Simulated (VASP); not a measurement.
Data:

```xyz
2
Lattice="0.0000 2.5957 2.5957 2.5957 0.0000 2.5957 2.5957 2.5957 0.0000" Properties=species:S:1:pos:R:3 pbc="T T T"
Mg     2.5957     2.5957     0.0000
S      2.5957     2.5957     2.5957
```

Method: r2SCAN meta-GGA, VASP's PBE PAW potentials (set 64) (plane waves; VASP). Numerical set-up: 400 eV cut-off, 11×11×11 Γ-centred mesh, Gaussian smearing of 0.010 eV, potentials Mg S.

**Question.** What does the run give for the energy per atom (σ→0)?

**Answer.** 
| Property | Result |
|---|---|
| energy per atom (σ→0) | -7.755 eV/atom |

The absolute energy has meaning only against runs of the same code, potentials and settings.

The compound is MgS in the rock salt structure. It was relaxed first.
